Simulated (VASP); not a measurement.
Output of a VASP run:

OUTCAR:
```
 ion  position               nearest neighbor table
   1  0.500  0.000  0.000-  33 2.49  46 2.49  54 2.49  62 2.49
   2  0.750  0.250  0.000-  33 2.49  34 2.49  44 2.49  55 2.49
   3  0.750  0.000  0.250-  33 2.49  35 2.49  39 2.49  49 2.49
   4  0.000  0.000  0.000-  36 2.49  39 2.49  44 2.49  63 2.49
   5  0.250  0.250  0.000-  36 2.49  37 2.49  54 2.49  60 2.49
   6  0.500  0.500  0.000-  37 2.49  38 2.49  55 2.49  61 2.49
   7  0.750  0.750  0.000-  38 2.49  39 2.49  56 2.49  62 2.49
   8  0.250  0.000  0.250-  36 2.49  40 2.49  46 2.49  57 2.49
   9  0.502  0.254  0.251-  64 2.41  37 2.49  33 2.52  40 2.53
  10  0.746  0.496  0.251-  64 2.49  38 2.50  34 2.50  41 2.55
  11  0.500  0.000  0.500-  40 2.49  42 2.49  49 2.49  59 2.49
  12  0.746  0.248  0.496-  64 2.46  42 2.48  35 2.48  43 2.56
  13  0.750  0.000  0.750-  42 2.49  44 2.49  53 2.49  62 2.49
  14  0.000  0.500  0.000-  34 2.49  45 2.49  56 2.49  60 2.49
  15  0.250  0.750  0.000-  45 2.49  46 2.49  61 2.49  63 2.49
  16  0.000  0.250  0.250-  34 2.49  35 2.49  36 2.49  47 2.49
  17  0.250  0.500  0.250-  37 2.49  45 2.49  47 2.49  48 2.49
  18  0.500  0.750  0.250-  38 2.49  46 2.49  48 2.49  49 2.49
  19  0.000  0.000  0.500-  35 2.49  50 2.49  53 2.49  57 2.49
  20  0.250  0.250  0.500-  40 2.49  47 2.49  50 2.49  51 2.49
  21  0.498  0.500  0.497-  48 2.46  64 2.47  51 2.51  52 2.53
  22  0.750  0.750  0.500-  41 2.49  49 2.49  52 2.49  53 2.49
  23  0.250  0.000  0.750-  50 2.49  54 2.49  59 2.49  63 2.49
  24  0.500  0.250  0.750-  42 2.49  51 2.49  54 2.49  55 2.49
  25  0.750  0.500  0.750-  43 2.49  52 2.49  55 2.49  56 2.49
  26  0.000  0.750  0.250-  39 2.49  41 2.49  45 2.49  57 2.49
  27  0.000  0.500  0.500-  41 2.49  43 2.49  47 2.49  58 2.49
  28  0.250  0.750  0.500-  48 2.49  57 2.49  58 2.49  59 2.49
  29  0.000  0.250  0.750-  43 2.49  44 2.49  50 2.49  60 2.49
  30  0.250  0.500  0.750-  51 2.49  58 2.49  60 2.49  61 2.49
  31  0.500  0.750  0.750-  52 2.49  59 2.49  61 2.49  62 2.49
  32  0.000  0.750  0.750-  53 2.49  56 2.49  58 2.49  63 2.49
  33  0.625  0.125  0.125-   1 2.49   2 2.49   3 2.49   9 2.52
  34  0.875  0.375  0.125-   2 2.49  14 2.49  16 2.49  10 2.50
  35  0.875  0.125  0.375-  12 2.48   3 2.49  16 2.49  19 2.49
  36  0.125  0.125  0.125-   4 2.49   5 2.49   8 2.49  16 2.49
  37  0.375  0.375  0.125-   9 2.49   6 2.49   5 2.49  17 2.49
  38  0.625  0.625  0.125-   6 2.49   7 2.49  18 2.49  10 2.50
  39  0.875  0.875  0.125-   3 2.49   4 2.49   7 2.49  26 2.49
  40  0.375  0.125  0.375-   8 2.49  11 2.49  20 2.49   9 2.53
  41  0.875  0.625  0.375-  22 2.49  26 2.49  27 2.49  10 2.55
  42  0.625  0.125  0.625-  12 2.48  11 2.49  13 2.49  24 2.49
  43  0.875  0.375  0.625-  25 2.49  27 2.49  29 2.49  12 2.56
  44  0.875  0.125  0.875-   2 2.49   4 2.49  13 2.49  29 2.49
  45  0.125  0.625  0.125-  14 2.49  15 2.49  17 2.49  26 2.49
  46  0.375  0.875  0.125-   1 2.49   8 2.49  15 2.49  18 2.49
  47  0.125  0.375  0.375-  16 2.49  17 2.49  20 2.49  27 2.49
  48  0.375  0.625  0.375-  21 2.46  18 2.49  17 2.49  28 2.49
  49  0.625  0.875  0.375-   3 2.49  11 2.49  18 2.49  22 2.49
  50  0.125  0.125  0.625-  19 2.49  20 2.49  23 2.49  29 2.49
  51  0.375  0.375  0.625-  20 2.49  24 2.49  30 2.49  21 2.51
  52  0.625  0.625  0.625-  22 2.49  25 2.49  31 2.49  21 2.53
  53  0.875  0.875  0.625-  13 2.49  19 2.49  22 2.49  32 2.49
  54  0.375  0.125  0.875-   1 2.49   5 2.49  23 2.49  24 2.49
  55  0.625  0.375  0.875-   2 2.49   6 2.49  24 2.49  25 2.49
  56  0.875  0.625  0.875-   7 2.49  14 2.49  25 2.49  32 2.49
  57  0.125  0.875  0.375-   8 2.49  19 2.49  26 2.49  28 2.49
  58  0.125  0.625  0.625-  27 2.49  28 2.49  30 2.49  32 2.49
  59  0.375  0.875  0.625-  11 2.49  23 2.49  28 2.49  31 2.49
  60  0.125  0.375  0.875-   5 2.49  14 2.49  29 2.49  30 2.49
  61  0.375  0.625  0.875-   6 2.49  15 2.49  30 2.49  31 2.49
  62  0.625  0.875  0.875-   1 2.49   7 2.49  13 2.49  31 2.49
  63  0.125  0.875  0.875-   4 2.49  15 2.49  23 2.49  32 2.49
  64  0.621  0.372  0.376-   9 2.41  12 2.46  21 2.47  10 2.49
 Subroutine IBZKPT returns following result:
 Found      1 irreducible k-points:

 Following reciprocal coordinates:
            Coordinates               Weight
  0.000000  0.000000  0.000000      1.000000
   k-points           NKPTS =      1   k-points in BZ     NKDIM =      1   number of bands    NBANDS=    161
   number of dos      NEDOS =    301   number of ions     NIONS =     64
   total plane-waves  NPLWV = 175616
   dimension x,y,z NGX =    56 NGY =   56 NGZ =   56
   dimension x,y,z NGXF=   112 NGYF=  112 NGZF=  112
   ions per type =              32  31   1
   PREC   = normal    normal or accurate (medium, high low for compatibility)
   ISTART =      0    job   : 0-new  1-cont  2-samecut
   ICHARG =      2    charge: 1-file 2-atom 10-const
...
```

**OSZICAR**
```
...
RMM:   2    -0.261829568140E+03   -0.16623E-03   -0.24449E-03   322   0.911E-02    0.278E-02
RMM:   3    -0.261829595999E+03   -0.27859E-04   -0.38015E-04   340   0.361E-02    0.156E-02
RMM:   4    -0.261829595946E+03    0.53045E-07   -0.46191E-05   253   0.135E-02
  13 F= -.26182960E+03 E0= -.26179111E+03  d E =-.738320E-03
       N       E                     dE             d eps       ncg     rms          rms(c)
DAV:   1    -0.261829618939E+03   -0.22940E-04   -0.20927E-03   380   0.944E-02    0.159E-02
RMM:   2    -0.261829626093E+03   -0.71538E-05   -0.10663E-04   307   0.192E-02    0.637E-03
RMM:   3    -0.261829627536E+03   -0.14433E-05   -0.17239E-05   187   0.787E-03    0.364E-03
RMM:   4    -0.261829627726E+03   -0.19018E-06   -0.28379E-06   142   0.305E-03
  14 F= -.26182963E+03 E0= -.26179112E+03  d E =-.770101E-03
       N       E                     dE             d eps       ncg     rms          rms(c)
DAV:   1    -0.261829786784E+03   -0.15925E-03   -0.35097E-02   338   0.375E-01    0.663E-02
RMM:   2    -0.261829908381E+03   -0.12160E-03   -0.17070E-03   322   0.759E-02    0.236E-02
RMM:   3    -0.261829923333E+03   -0.14952E-04   -0.22881E-04   339   0.290E-02    0.118E-02
RMM:   4    -0.261829923541E+03   -0.20766E-06   -0.28964E-05   222   0.108E-02
  15 F= -.26182992E+03 E0= -.26179139E+03  d E =-.295814E-03
       N       E                     dE             d eps       ncg     rms          rms(c)
DAV:   1    -0.261829928220E+03   -0.48870E-05   -0.49160E-04   372   0.445E-02    0.806E-03
RMM:   2    -0.261829929803E+03   -0.15826E-05   -0.22901E-05   187   0.889E-03    0.276E-03
RMM:   3    -0.261829929788E+03    0.14345E-07   -0.17494E-06   144   0.294E-03    0.122E-03
RMM:   4    -0.261829929747E+03    0.41628E-07   -0.70519E-08    38   0.136E-03
  16 F= -.26182993E+03 E0= -.26179139E+03  d E =-.302020E-03
       N       E                     dE             d eps       ncg     rms          rms(c)
DAV:   1    -0.261829978561E+03   -0.48773E-04   -0.18113E-02   338   0.264E-01    0.586E-02
RMM:   2    -0.261830042583E+03   -0.64022E-04   -0.11198E-03   322   0.633E-02    0.231E-02
RMM:   3    -0.261830049670E+03   -0.70868E-05   -0.15958E-04   324   0.247E-02    0.971E-03
RMM:   4    -0.261830050806E+03   -0.11365E-05   -0.24175E-05   211   0.964E-03
  17 F= -.26183005E+03 E0= -.26179154E+03  d E =-.121060E-03
       N       E                     dE             d eps       ncg     rms          rms(c)
DAV:   1    -0.261830064641E+03   -0.14972E-04   -0.10930E-03   340   0.659E-02    0.146E-02
RMM:   2    -0.261830068072E+03   -0.34307E-05   -0.65464E-05   282   0.153E-02    0.555E-03
RMM:   3    -0.261830068158E+03   -0.85491E-07   -0.77529E-06   170   0.565E-03    0.221E-03
RMM:   4    -0.261830068093E+03    0.64949E-07   -0.68178E-07    91   0.204E-03
  18 F= -.26183007E+03 E0= -.26179154E+03  d E =-.138346E-03
       N       E                     dE             d eps       ncg     rms          rms(c)
DAV:   1    -0.261830153911E+03   -0.85753E-04   -0.18674E-02   322   0.275E-01    0.565E-02
RMM:   2    -0.261830213129E+03   -0.59219E-04   -0.99680E-04   322   0.593E-02    0.200E-02
RMM:   3    -0.261830222049E+03   -0.89197E-05   -0.14610E-04   322   0.235E-02    0.851E-03
RMM:   4    -0.261830223194E+03   -0.11452E-05   -0.21002E-05   210   0.918E-03
  19 F= -.26183022E+03 E0= -.26179178E+03  d E =-.155102E-03
```

File OUTCAR:
```
------------------------ aborting loop because EDIFF is reached ----------------------------------------
  FORCE on cell =-STRESS in cart. coord.  units (eV):
  Direction    XX          YY          ZZ          XY          YZ          ZX
  --------------------------------------------------------------------------------------
  Total       -0.2228481     -0.2313796     -0.2140816     -0.2026970     -0.3945678      0.0331867
  in kB       -0.2334060     -0.2423417     -0.2242242     -0.2123003     -0.4132614      0.0347590
  external PRESSURE =      -0.2333240 kB  Pullay stress =       0.0000000 kB
  volume of cell :     1529.70
      direct lattice vectors                 reciprocal lattice vectors
    11.522210422  0.000000000  0.000000000     0.086788903  0.000000000  0.000000000
     0.000000000 11.522210422  0.000000000     0.000000000  0.086788903  0.000000000
     0.000000000  0.000000000 11.522210422     0.000000000  0.000000000  0.086788903
  FREE ENERGIE OF THE ION-ELECTRON SYSTEM (eV)
  ---------------------------------------------------
  free  energy   TOTEN  =      -261.8302231943 eV

  energy  without entropy=     -261.7533349747  energy(sigma->0) =     -261.79177908

 reached required accuracy - stopping structural energy minimisation
```
(Selected blocks of OUTCAR.)

File POSCAR:
```
Ga32As31N
1
   11.5222104216     0.0000000000     0.0000000000
    0.0000000000    11.5222104216    -0.0000000000
   -0.0000000000    -0.0000000000    11.5222104216
Ga As N
32 31 1
Direct
  0.5000000000   0.0000000000   0.0000000000
  0.7500000000   0.2500000000   0.0000000000
  0.7500000000   0.0000000000   0.2500000000
  0.0000000000   0.0000000000   0.0000000000
  0.2500000000   0.2500000000   0.0000000000
  0.5000000000   0.5000000000   0.0000000000
  0.7500000000   0.7500000000   0.0000000000
  0.2500000000   0.0000000000   0.2500000000
  0.5017910000   0.2543520000   0.2512100000
  0.7456170000   0.4962150000   0.2506040000
  0.5000000000   0.0000000000   0.5000000000
  0.7462370000   0.2480720000   0.4963340000
  0.7500000000   0.0000000000   0.7500000000
  0.0000000000   0.5000000000   0.0000000000
  0.2500000000   0.7500000000   0.0000000000
  0.0000000000   0.2500000000   0.2500000000
  0.2500000000   0.5000000000   0.2500000000
  0.5000000000   0.7500000000   0.2500000000
  0.0000000000   0.0000000000   0.5000000000
  0.2500000000   0.2500000000   0.5000000000
  0.4981490000   0.5003530000   0.4965860000
  0.7500000000   0.7500000000   0.5000000000
  0.2500000000   0.0000000000   0.7500000000
  0.5000000000   0.2500000000   0.7500000000
  0.7500000000   0.5000000000   0.7500000000
  0.0000000000   0.7500000000   0.2500000000
  0.0000000000   0.5000000000   0.5000000000
  0.2500000000   0.7500000000   0.5000000000
  0.0000000000   0.2500000000   0.7500000000
  0.2500000000   0.5000000000   0.7500000000
  0.5000000000   0.7500000000   0.7500000000
  0.0000000000   0.7500000000   0.7500000000
  0.6250000000   0.1250000000   0.1250000000
  0.8750000000   0.3750000000   0.1250000000
  0.8750000000   0.1250000000   0.3750000000
  0.1250000000   0.1250000000   0.1250000000
  0.3750000000   0.3750000000   0.1250000000
  0.6250000000   0.6250000000   0.1250000000
  0.8750000000   0.8750000000   0.1250000000
  0.3750000000   0.1250000000   0.3750000000
  0.8750000000   0.6250000000   0.3750000000
  0.6250000000   0.1250000000   0.6250000000
  0.8750000000   0.3750000000   0.6250000000
  0.8750000000   0.1250000000   0.8750000000
  0.1250000000   0.6250000000   0.1250000000
  0.3750000000   0.8750000000   0.1250000000
  0.1250000000   0.3750000000   0.3750000000
  0.3750000000   0.6250000000   0.3750000000
  0.6250000000   0.8750000000   0.3750000000
  0.1250000000   0.1250000000   0.6250000000
  0.3750000000   0.3750000000   0.6250000000
  0.6250000000   0.6250000000   0.6250000000
  0.8750000000   0.8750000000   0.6250000000
  0.3750000000   0.1250000000   0.8750000000
  0.6250000000   0.3750000000   0.8750000000
  0.8750000000   0.6250000000   0.8750000000
  0.1250000000   0.8750000000   0.3750000000
  0.1250000000   0.6250000000   0.6250000000
  0.3750000000   0.8750000000   0.6250000000
  0.1250000000   0.3750000000   0.8750000000
  0.3750000000   0.6250000000   0.8750000000
  0.6250000000   0.8750000000   0.8750000000
  0.1250000000   0.8750000000   0.8750000000
  0.6207370000   0.3718100000   0.3762860000
```

### Question
Reconstruct the remaining input files.

### Answer
This is not unique; one that fits is the input of the run itself, PBE GGA, plane waves, VASP's PBE PAW potentials (set 64).

**KPOINTS**
```
kpoints
0
G
 1 1 1
0 0 0
```

### INCAR
```
SYSTEM = Ga32As31N
PREC = Normal; ENCUT = 400; LREAL = Auto
LASPH = T; ISYM = 0
EDIFF = 1E-5; NELM = 100; NELMIN = 4
ALGO = Fast; LMAXMIX = 4
ISMEAR = 0; SIGMA = 0.05
GGA = PE
IBRION = 2; NSW = 60; ISIF = 2
EDIFFG = -0.03
LWAVE = T; LCHARG = F
```

POTCAR, in this order: Ga As N (PBE.64 set). Program: vasp_gam.

At this cut-off the stress carries a Pulay error, which pulls relaxed volumes low. The supercell is sampled at Γ alone, which is coarse: total energies, pressure and levels can be off, energies of defects by several tenths of an eV.

The cell is a supercell with a defect, built from GaAs (zinc blende): N_As. The run is not spin-polarised, so no state with unpaired spins was tried.
